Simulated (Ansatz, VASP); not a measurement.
# ZnGeS2 (alpha-NaFeO2 type (invented)) in two plane-wave programs

One calculation is typed for both programs; each brings its own data sets. How far apart do they land? The cell is generated by rule, not measured, and may not be a known phase. The cell is taken from a series of runs on this material, whose earlier steps may have relaxed, scaled, displaced or heated it; both programs get it as it stands.

Program: Ansatz 0.2.0. Level of theory: plane waves, with VASP 6.6.1 beside it; relaxation of cell and atoms at LDA. Results are calculated unless marked as measured.

### 1. The structure

Symmetry: R-3m, No. 166, trigonal system. The conventional cell has a = 3.660 Å, b = 3.660 Å, c = 17.516 Å, α = 90.00°, β = 90.00°, γ = 120.00°. Nearest to Zn lie 6 S at 2.51 Å. Nearest to Ge lie 6 S at 2.63 Å. Nearest to S lie 3 Zn at 2.51 Å and 3 Ge at 2.63 Å. Farther neighbours and most contacts between anions are not listed.

Structure file:

```xyz
4
Lattice="1.8299 1.0565 5.8387 -1.8299 1.0565 5.8387 0.0000 -2.1129 5.8387" Properties=species:S:1:pos:R:3 pbc="T T T"
Zn    0.0000    0.0000    0.0000
Ge    0.0000    0.0000    8.7581
S     0.0000    0.0000    4.4885
S     0.0000    0.0000   13.0277
```

### 2. VASP: relaxation of cell and atoms, LDA

The relaxed volume is the usual yardstick between codes: in a stiff, nearly cubic crystal its relative difference is about their pressure difference at one cell divided by the bulk modulus.

Lines of VASP's logs that name or quote its potential files are left out, and so is its time.

Contents of INCAR:

```
SYSTEM = ZnGeS2
PREC = Accurate
ENCUT = 500
EDIFF = 1E-07
NELM = 120
ISMEAR = 0
SIGMA = 0.1
LREAL = .FALSE.
ALGO = Normal
GGA = CA
NBANDS = 25
LORBIT = 11
LWAVE = .FALSE.
LCHARG = .FALSE.
ISIF = 3
IBRION = 2
NSW = 80
EDIFFG = -0.005
LASPH = .TRUE.
GGA_COMPAT = .FALSE.
NELMIN = 4
KPAR = 2
```

Contents of POSCAR:

```
ZnGeS2
1.0
    1.8298670000      1.0564740000      5.8387390000
   -1.8298670000      1.0564740000      5.8387390000
    0.0000000000     -2.1129490000      5.8387390000
Zn Ge S
1 1 2
Direct
    0.0000000000      0.0000000000      0.0000000000
    0.5000000503      0.5000000503      0.4999998137
    0.2562488640      0.2562488640      0.2562487427
    0.7437512937      0.7437512937      0.7437509417
```

Contents of KPOINTS:

```
Automatic mesh
0
Gamma
15 15 15
0 0 0
```

The projector-augmented-wave data sets are Zn, Ge_d and S (LDA family, release 64).

Run with:

```sh
> mpirun -np 2 vasp_std
```

Numbers of over 12 decimals in the logs are rounded to 6 here.

What it wrote:

```text
[banner, memory and clock lines left out]
running    2 mpi-ranks, on    1 nodes
 distrk:  each k-point on    1 cores,    2 groups
 distr:  one band on    1 cores,    1 groups

 POSCAR found type information on POSCAR ZnGeS
 POSCAR found :  3 types and       4 ions
 LDA part: xc-table for (Slater(with rela. corr.)+CA(PZ))
 , standard interpolation
 POSCAR, INCAR and KPOINTS ok, starting setup
 FFT: planning ... GRIDC
 FFT: planning ... GRID_SOFT
 FFT: planning ... GRID
 WAVECAR not read
 entering main loop
       N       E                     dE             d eps       ncg     rms          rms(c)
DAV:   1     0.283496212934E+03    0.28350E+03   -0.18545E+04 19246   0.287E+03
DAV:   2     0.227930279308E+02   -0.26070E+03   -0.25289E+03 17697   0.574E+02
DAV:   3    -0.171228352838E+02   -0.39916E+02   -0.39281E+02 21182   0.155E+02
DAV:   4    -0.185906670473E+02   -0.14678E+01   -0.14638E+01 20406   0.313E+01
DAV:   5    -0.186212202982E+02   -0.30553E-01   -0.30542E-01 22123   0.505E+00    0.104E+01
DAV:   6    -0.180250271293E+02    0.59619E+00   -0.15261E+00 25534   0.307E+01    0.726E+00
DAV:   7    -0.180192716027E+02    0.57555E-02   -0.71743E-01 19458   0.564E+00    0.269E+00
DAV:   8    -0.180093539106E+02    0.99177E-02   -0.41001E-02 21194   0.180E+00    0.548E-01
DAV:   9    -0.180092461019E+02    0.10781E-03   -0.54048E-03 19819   0.415E-01    0.125E-01
DAV:  10    -0.180092133062E+02    0.32796E-04   -0.41630E-04 23111   0.231E-01    0.587E-02
DAV:  11    -0.180092174328E+02   -0.41266E-05   -0.48474E-05 20613   0.563E-02    0.263E-02
DAV:  12    -0.180092184154E+02   -0.98265E-06   -0.60977E-06 21985   0.253E-02    0.506E-03
DAV:  13    -0.180092182552E+02    0.16020E-06   -0.93254E-07 21226   0.115E-02    0.261E-03
DAV:  14    -0.180092182430E+02    0.12235E-07   -0.11765E-07 11424   0.496E-03
   1 F= -.18009218E+02 E0= -.18008147E+02  d E =-.180092E+02
[...]
2 F= -.18009891E+02 E0= -.18008823E+02  d E =-.672527E-03
[...]
3 F= -.18009907E+02 E0= -.18008841E+02  d E =-.689181E-03
[...]
4 F= -.18010155E+02 E0= -.18009080E+02  d E =-.247905E-03
 trial-energy change:   -0.000248  1 .order   -0.000246   -0.000372   -0.000119
 step:   1.4850(harm=  1.5194)  dis= 0.00255  next Energy=   -18.010181 (dE=-0.274E-03)
 bond charge predicted
       N       E                     dE             d eps       ncg     rms          rms(c)
DAV:   1    -0.180104297479E+02   -0.27441E-03   -0.67899E-03 21887   0.918E-01    0.116E-01
DAV:   2    -0.180102566996E+02    0.17305E-03   -0.67654E-04 22134   0.465E-01    0.601E-02
DAV:   3    -0.180101947445E+02    0.61955E-04   -0.72218E-05 24303   0.124E-01    0.232E-02
DAV:   4    -0.180101837938E+02    0.10951E-04   -0.14953E-05 26333   0.579E-02    0.670E-03
DAV:   5    -0.180101835822E+02    0.21159E-06   -0.34842E-06 22056   0.196E-02    0.202E-03
DAV:   6    -0.180101835955E+02   -0.13244E-07   -0.26409E-07 14212   0.593E-03
   5 F= -.18010184E+02 E0= -.18009105E+02  d E =-.276172E-03
 curvature:  -0.97 expect dE=-0.194E-05 dE for cont linesearch -0.251E-06
 trial: gam=-0.01586 g(F)=  0.595E-06 g(S)=  0.140E-05 ort = 0.109E-04 (trialstep = 0.112E+01)
 search vector abs. value=  0.177E-05
 reached required accuracy - stopping structural energy minimisation
```

From OUTCAR (step 2):

```text
ion  position               nearest neighbor table
   1  0.000  0.000  0.000-   4 2.51   3 2.51   3 2.51   4 2.51   4 2.51   3 2.51
   2  0.500  0.500  0.500-   4 2.63   4 2.63   4 2.63   3 2.63   3 2.63   3 2.63
   3  0.256  0.256  0.256-   1 2.51   1 2.51   1 2.51   2 2.63   2 2.63   2 2.63
   4  0.744  0.744  0.744-   1 2.51   1 2.51   1 2.51   2 2.63   2 2.63   2 2.63

  LATTYP: Found a trigonal (rhomboedric) cell.
 ALAT       =     6.2093013826
 COS(alpha) =     0.8263064751

 Subroutine GETGRP returns: Found 12 space group operations
 (whereof 12 operations were pure point group operations)

The static configuration has the point symmetry D_3d.

 Found    344 irreducible k-points:

   k-points           NKPTS =    344   k-points in BZ     NKDIM =    344   number of bands    NBANDS=     25

   dimension x,y,z NGX =    48 NGY =   48 NGZ =   48
   dimension x,y,z NGXF=    96 NGYF=   96 NGZF=   96

   ENCUT  =  500.0 eV  36.75 Ry    6.06 a.u.  11.32 11.32 11.32*2*pi/ulx,y,z

   NELECT =      38.0000    total number of electrons

 k-points in reciprocal lattice and weights: Automatic mesh
   0.00000000  0.00000000  0.00000000       0.000
   0.06666667  0.00000000  0.00000000       0.002
   0.13333333  0.00000000  0.00000000       0.002
   0.20000000  0.00000000  0.00000000       0.002
   0.26666667  0.00000000  0.00000000       0.002
   0.33333333  0.00000000  0.00000000       0.002
   0.40000000  0.00000000  0.00000000       0.002
   0.46666667  0.00000000  0.00000000       0.002
   0.06666667  0.06666667  0.00000000       0.002
[...]
0.46666667  0.46666667  0.46666667       0.001
  -0.46666667  0.46666667  0.46666667       0.002

 average (electrostatic) potential at core
       1 -34.7025       2 -74.4694       3 -86.4517       4 -86.4517

 E-fermi :   6.1015

 k-point     1 :       0.0000    0.0000    0.0000
  band No.  band energies     occupation
    ...
     15       3.7872      2.00000
     16       3.8284      2.00000
     17       3.8505      2.00000
     18       4.1790      2.00000
     19       4.1790      2.00000
     20       7.3487      0.00000
     21       8.0265      0.00000
     22       8.0265      0.00000
     23      10.1615      0.00000
     24      12.8524      0.00000
    ...

 k-point     2 :       0.0667    0.0000    0.0000
  band No.  band energies     occupation
    ...
     15       3.6204      2.00000
     16       3.7356      2.00000
     17       3.9416      2.00000
     18       4.0738      2.00000
     19       4.7407      2.00000
     20       7.5347      0.00000
     21       7.8653      0.00000
     22       8.1796      0.00000
     23      10.6603      0.00000
     24      12.4785      0.00000
    ...

 k-point     3 :       0.1333    0.0000    0.0000
  band No.  band energies     occupation
    ...
     15       2.7533      2.00000
     16       3.5937      2.00000
     17       3.8121      2.00000
     18       3.8263      2.00000
     19       5.4345      2.00000
     20       7.2364      0.00000
     21       8.4959      0.00000
     22       8.5675      0.00000
     23      10.9457      0.00000
     24      11.8722      0.00000
    ...

  Total       -0.0039806     -0.0039806      0.0092027      0.0000000     -0.0000000     -0.0000000
  in kB       -0.0938944     -0.0938944      0.2170707      0.0000000     -0.0000000     -0.0000000
  external PRESSURE =       0.0097606 kB  Pullay stress =       0.0000000 kB

  energy-cutoff  :      500.00
  volume of cell :       67.92
      direct lattice vectors                 reciprocal lattice vectors
     1.827733935  1.055242473  5.869566185     0.273562793  0.157941533  0.056790123
    -1.827733935  1.055242473  5.869566185    -0.273562793  0.157941533  0.056790123
    -0.000000000 -2.110485949  5.869566186     0.000000000 -0.315883066  0.056790096

 POSITION                                       TOTAL-FORCE (eV/Angst)
 -----------------------------------------------------------------------------------
     -0.00000      0.00000      0.00000         0.000000      0.000000      0.000000
     -0.00000     -0.00000      8.80435        -0.000000      0.000000      0.000000
     -0.00000     -0.00000      4.50655        -0.000000     -0.000000      0.002483
     -0.00000     -0.00000     13.10215         0.000000      0.000000     -0.002483
 -----------------------------------------------------------------------------------
    total drift:                                0.000000     -0.000740      0.000312

  FREE ENERGIE OF THE ION-ELECTRON SYSTEM (eV)
  ---------------------------------------------------
  free  energy   TOTEN  =       -18.0101835955 eV

  energy  without entropy=      -18.0080270680  energy(sigma->0) =      -18.00910533

 reached required accuracy - stopping structural energy minimisation

 total charge
# of ion       s       p       d       tot
------------------------------------------
    1        0.510   0.404   9.807  10.721
    2        1.375   0.735  10.050  12.160
    3        1.348   2.345   0.000   3.693
    4        1.348   2.345   0.000   3.693
--------------------------------------------------
tot          4.580   5.830  19.857  30.267

[... 3 further parts left out ...]
```

CONTCAR:

```
ZnGeS2
   1.00000000000000
     1.8277339350849480    1.0552424725807876    5.8695661853797443
    -1.8277339350849480    1.0552424725807876    5.8695661853797443
    -0.0000000000000000   -2.1104859492615287    5.8695661863339206
  Zn              Ge              S
     1     1     2
Direct
     0.0000000000000000    0.0000000000000000    0.0000000000000000
     0.5000000503000024    0.5000000503000024    0.4999998137000006
     0.2559276712884113    0.2559276712884113    0.2559275499884133
     0.7440724864115895    0.7440724864115895    0.7440721344115890
```

### 3. Ansatz: relaxation of cell and atoms, LDA

Ansatz runs on its default PAW (the set named soft_2) files.

The same cell, functional (in two slightly different forms), mesh and smearing now go to Ansatz, which takes its cutoff from its data sets.

Contents of input.yaml:

```yaml
crystal:
  lattice:
    - [1.829867045, 1.0564740674, 5.8387387236]
    - [-1.829867045, 1.0564740674, 5.8387387236]
    - [0.0, -2.1129486257, 5.8387386348]
  atoms:
    - { symbol: Zn, position: [1.0, 0.0, 0.0] }
    - { symbol: Ge, position: [0.5, 0.5, 0.5] }
    - { symbol: S, position: [0.2562488119, 0.2562488119, 0.2562488119] }
    - { symbol: S, position: [0.7437511881, 0.7437511881, 0.7437511881] }
kpoints:
  mp_grid: { grid: [15, 15, 15] }
hamiltonian:
  xc: lda
scf:
  occupations: { method: gaussian, width: 0.1 }
output:
  forces: true
  stress: true
  eigenvalues: true
relax:
  adjacent_minimum: "off"
  f_tol: 0.005
  max_steps: 80
  cell: { stress_tol: 0.05 }
```

Run with:

```sh
> ansatz run input.yaml --threads 2 --pin off --max-ram 5120MiB --backend cpu --events-out ev --progress --plain --runs-dir out
```

What it wrote:

```text
basis.fft_grid_basis auto: the FFT boxes are laid along the combinations [[1, 0, -1], [0, 1, -1], [0, 0, 1]] of the cell's own vectors, 3.660, 3.660 and 6.209 Å long. The dense box has 25×25×45 points. Along the cell's own vectors, as sized, it would have 45×45×45, 3.24 times as many. Of the 12 symmetry operations that the crystal satisfies within crystal.symmetry.tolerance (time reversal apart; of a slab, those that [...]
Engine: ansatz 0.2.0, x86_64-unknown-linux-gnu
Pseudopotentials: kind: paw
Pseudopotential: Zn, paw, valence charge 12, recommended cutoff 420 eV (normal), Zn.paw.azcp
Pseudopotential: Ge, paw, valence charge 14, recommended cutoff 420 eV (normal), Ge.paw.azcp
Pseudopotential: S, paw, valence charge 6, recommended cutoff 420 eV (normal), S.paw.azcp
Functional definition: SPW92
  exchange = slater_x
  correlation = pw_c
Crystal: 4 atoms, lattice volume = 67.725 Å³
Basis set: ecut = 420 eV, 1303 PW (Γ), FFT grids on a1−a3, a2−a3, a3
Bands: 23, of which v1, the nominal top of the filled ones, is band 19 counted from 1 (18 counted from 0)
Symmetry: 12 space group operations
Space group: R-3m (ITA 166), of the structure as read, at distance tolerance 4.1e-5 Å
k-points: 344 of 3375
Non-local potential: Zn, projectors of the file, l = 0: 2, l = 1: 2, l = 2: 3, l = 3: 1
Non-local potential: Ge, projectors of the file, l = 0: 2, l = 1: 2, l = 2: 3, l = 3: 1
Non-local potential: S, projectors of the file, l = 0: 2, l = 1: 2, l = 2: 2
PAW form: soft (Blöchl's): semilocal exchange-correlation on the pseudo side does not see the compensation charge
PAW frozen core: Zn, regenerated for the run's functional, and the local potential with it (the file was generated under x = pbe(κ = 0.804, μ = 0.219515), c = pbe(β = 0.066725))
PAW frozen core: Ge, regenerated for the run's functional, and the local potential with it (the file was generated under x = pbe(κ = 0.804, μ = 0.219515), c = pbe(β = 0.066725))
PAW frozen core: S, regenerated for the run's functional, and the local potential with it (the file was generated under x = pbe(κ = 0.804, μ = 0.219515), c = pbe(β = 0.066725))
PAW one-centre angular grid: Zn, 590 points (default); XC on 64 Gauss nodes
PAW one-centre angular grid: Ge, 590 points (default); XC on 64 Gauss nodes
PAW one-centre angular grid: S, 110 points (default); XC on 64 Gauss nodes
Initial density: superposition of atomic densities (neutral atoms: chi_scale 0, normalization atom), corrected by the library's trained network
Initial wavefunctions: pseudopotential atomic-orbital guess
Functional: x = slater, c = lda
SCF iter   1: F=—  HF=-9202.632336 eV  |F-HF|=—  |Δ(HF+E_count)|=         —  Δρ=7.05e-3  dr2=2.59e-2  ethr=1.77e-3  ⟨swp⟩=5.0  Hψ=36675  notcnv=0
preconditioner: auto → Kerker (q_TF=auto, 2.478 Å⁻¹)  [metal: Δε(μ)=0.030 eV  Ē_g=14.484 eV  σ=0.100 eV  W_gap=0.17  n_scr=22 (ndim 8)  ℏωp=27.8 eV  f_vac=0.000  D(μ)=0.45/eV (n_scr^D=2)]
SCF iter   2: F=—  HF=-9202.625276 eV  |F-HF|=—  |Δ(HF+E_count)|=   7.06e-3  Δρ=3.38e-3  dr2=7.97e-3  ethr=6.82e-5  ⟨swp⟩=2.0  Hψ=12389  notcnv=0
SCF iter   3: F=—  HF=-9202.623321 eV  |F-HF|=—  |Δ(HF+E_count)|=   1.96e-3  Δρ=2.23e-3  dr2=1.81e-3  ethr=2.10e-5  ⟨swp⟩=2.0  Hψ=11892  notcnv=0
SCF iter   4: F=—  HF=-9202.622314 eV  |F-HF|=—  |Δ(HF+E_count)|=   1.01e-3  Δρ=4.05e-4  dr2=9.75e-5  ethr=4.76e-6  ⟨swp⟩=2.0  Hψ=11652  notcnv=0
SCF iter   5: F=—  HF=-9202.622297 eV  |F-HF|=—  |Δ(HF+E_count)|=   1.70e-5  Δρ=8.91e-5  dr2=9.60e-6  ethr=2.57e-7  ⟨swp⟩=2.8  Hψ=14498  notcnv=0
SCF iter   6: F=—  HF=-9202.622296 eV  |F-HF|=—  |Δ(HF+E_count)|=   1.70e-6  Δρ=3.17e-5  dr2=1.79e-6  ethr=2.53e-8  ⟨swp⟩=2.3  Hψ=13950  notcnv=0
SCF iter   7: F=—  HF=-9202.622295 eV  |F-HF|=—  |Δ(HF+E_count)|=   2.40e-7  Δρ=1.15e-5  dr2=1.41e-7  ethr=4.71e-9  ⟨swp⟩=2.0  Hψ=14453  notcnv=0
SCF iter   8: F=-9202.622295 eV  HF=-9202.622295 eV  |F-HF|=6.12e-8  |Δ(HF+E_count)|=   4.69e-8  Δρ=6.63e-6  dr2=3.23e-8  ethr=2.63e-10  ⟨swp⟩=4.0  Hψ=28930  notcnv=0
SCF 1 converged in 8 iterations: F = -9202.622295 eV  dr2 = 3.23e-8
  greatest PAW one-centre occupation: 0.999 electrons in one spin orbital (limit 2), on the Ge atom at site 1 (counted from 0), in its partial waves of l = 2
relax step   1: F+E_penalty+E_count = -9202.62229534 eV  Δ(F+E_penalty+E_count) = +0.000e0 eV  max|allowed force component| = 4.338e-2 eV/Å  Δτ_max = 0.0000 Å  P = +0.111 GPa  Ω = 67.725 Å³  (8 SCF iters, dr2 threshold 1.00e-7 eV, accepted)
[...]
relax step   2: F+E_penalty+E_count = -9202.62302233 eV  Δ(F+E_penalty+E_count) = -7.270e-4 eV  max|allowed force component| = 4.049e-3 eV/Å  Δτ_max = 0.0046 Å  P = +0.035 GPa  Ω = 67.785 Å³  energy of the carried Pulay correction = -1.466e-5 eV  (5 SCF iters, dr2 threshold 4.00e-7 eV, accepted)
[...]
relax step   3: F+E_penalty+E_count = -9202.62303844 eV  Δ(F+E_penalty+E_count) = -1.611e-5 eV  max|allowed force component| = 5.405e-4 eV/Å  Δτ_max = 0.0005 Å  P = +0.006 GPa  Ω = 67.806 Å³  energy of the carried Pulay correction = -2.003e-5 eV  (5 SCF iters, dr2 threshold 1.13e-8 eV, accepted)
[...]
relax step   4: F+E_penalty+E_count = -9202.62305470 eV  Δ(F+E_penalty+E_count) = -1.626e-5 eV  max|allowed force component| = 5.364e-4 eV/Å  Δτ_max = 0.0000 Å  P = +0.006 GPa  Ω = 67.806 Å³  stress off target by 6.42e-3 GPa  SCF on the basis re-selected at this cell (its energy is not comparable with the rows above)  (5 SCF iters)
basis re-selected at this cell: Δ(F+E_penalty+E_count) = -1.626e-5 eV, ΔP = +0.000 GPa vs the last step (what re-selecting the basis moved, of the pressure what is left beyond the Pulay correction that the steps carried, after the strain that the cell walked since its last selection, with what the two solves' SCF thresholds leave and, on support functions, any second-order correction that the steps lacked; it is no m [...]
SCF converged after 5 iterations
Free energy (F): -9202.623055 eV
Harris-Foulkes:  -9202.623055 eV  (|F-HF|=2.18e-11)
Internal energy: -9202.620895 eV  (E = F + TS)
E sigma→0 (E₀):  -9202.621975 eV
Entropy (-TS):   -0.002159 eV (-0.540 meV/atom)
Fermi energy:    9.728586 eV
--- Per-component energies (eV) ---
  E_band       = -74.093501
  E_kinetic    = 458.377336
  E_local      = -4194.305072  (includes V_loc(G=0)·N_el)
  E_nonlocal   = 1093.753309
  E_hartree    = 1790.409508
  E_xc         = -404.523003
  E_vxc        = -295.640072  (∫ρ·V_xc dr)
  E_paw        = -4830.450747  (= ΣΔE_a)
  E_vpaw       = -717.098052  (= ΣTr[D̂ρ^β])
  E_aug_tail   = -0.000034  (compensation charges beyond the density's cutoff)
  E_ewald      = -3119.654056
  E_core_change = 3.771863  (= ΣΔE_core)
  E_smearing   = -0.002159  (= −TS)
  E_closure    = -0.000000  (closes the sum)
  Σ components = -9202.623055   (vs F -9202.623055, Δ=0.00e0)
--- Forces (eV/Å), atoms counted from 1 ---
  atom   1  Zn     0.00000000    -0.00000000     0.00000000
  atom   2  Ge    -0.00000000     0.00000000     0.00000000
  atom   3  S      0.00000000     0.00000000    -0.00053641
  atom   4  S      0.00000000    -0.00000000     0.00053641
  max |Σ_I F_I| component: 1.85e-17 eV/Å
--- Stress (GPa, compression-positive) ---
        0.006418       0.000000       0.000000
        0.000000       0.006418       0.000000
        0.000000       0.000000       0.004199
  P = ⅓ Tr σ = 0.0057 GPa (0.057 kbar)
--- Band table (eV; the first three rows and the last of 344) ---
  k-point 0: bands = [... 15 lower, 7.4514, 7.4675, 7.8216, 7.8216, 10.9855, 11.6570, 11.6570, 13.7979]
  k-point 1: bands = [... 15 lower, 7.3706, 7.5737, 7.7158, 8.3660, 11.1694, 11.4993, 11.8102, 14.2954]
  k-point 2: bands = [... 15 lower, 7.2292, 7.4530, 7.4531, 9.0602, 10.8690, 12.1319, 12.1979, 14.5700]
  k-point 343: bands = [... 15 lower, 7.1826, 7.5689, 7.8522, 9.9763, 11.1810, 12.3030, 12.4335, 13.7542]
--- Relaxed structure (3 steps of the walk, 3 accepted, 1 SCFs on fresh bases) ---
  F+E_penalty+E_count = -9202.62305470 eV   max|allowed force component| = 5.364e-4 eV/Å   (the final SCF, on the basis selected at the relaxed cell)
  cell:  # Å, volume = 67.8064 Å³
    - [1.826164, 1.054336, 5.869491]
    - [-1.826164, 1.054336, 5.869491]
    - [0, -2.108673, 5.869491]
  atoms:
    - { symbol: Zn, position: [1.0, 0.0, 0.0] }
    - { symbol: Ge, position: [0.500000, 0.500000, 0.500000] }
    - { symbol: S, position: [0.256013, 0.256013, 0.256013] }
    - { symbol: S, position: [0.743987, 0.743987, 0.743987] }
```

In the SCF lines HF is the Harris–Foulkes energy and dr2 the Hartree energy of the density residual, in eV; the loop may stop once dr2 is under the threshold and the program's other checks hold. Hψ counts applications of the Hamiltonian.

### 4. Comparison

Known differences besides the potentials themselves: the two LDA forms differ slightly; the cutoff is 420 eV in Ansatz and 500 eV in VASP; VASP's log shows a relativistic correction to its local exchange, Ansatz's none; Ansatz adds a Pulay correction to the stress that steers its cell, VASP none. Total energies have different zeros and are not compared.

Both answers:

```csv
quantity,Ansatz,VASP,difference
volume (Å³),67.81,67.92,-0.17 %
"edge a after relaxation, in the typed setting (Å)",6.237,6.237,-0.01 %
```

### 5. Results

| Property | Result |
| --- | --- |
| difference in volume (relaxation of cell and atoms, LDA) | -0.17 % |

In words: The difference in volume is -0.17 % (relaxation of cell and atoms, LDA), within the 1.2 % picked in this series as the mark of a large difference, as far as the stopping tolerances let one tell. How closely two codes agree says nothing of how well the functional describes the real material.

[Lines on the potential files, build, host, timing and source positions are cut from VASP's logs without a mark.]

[Logs are printed without paths, hosts, clocks, repeated set-up lines and the standing remarks that a program may print on its own settings, such as how far it seeks lower states.]

[Hosts, paths, dates, database ids (printed as entryN), source tags and the programs' standing remarks are cut or masked in the printed files.]
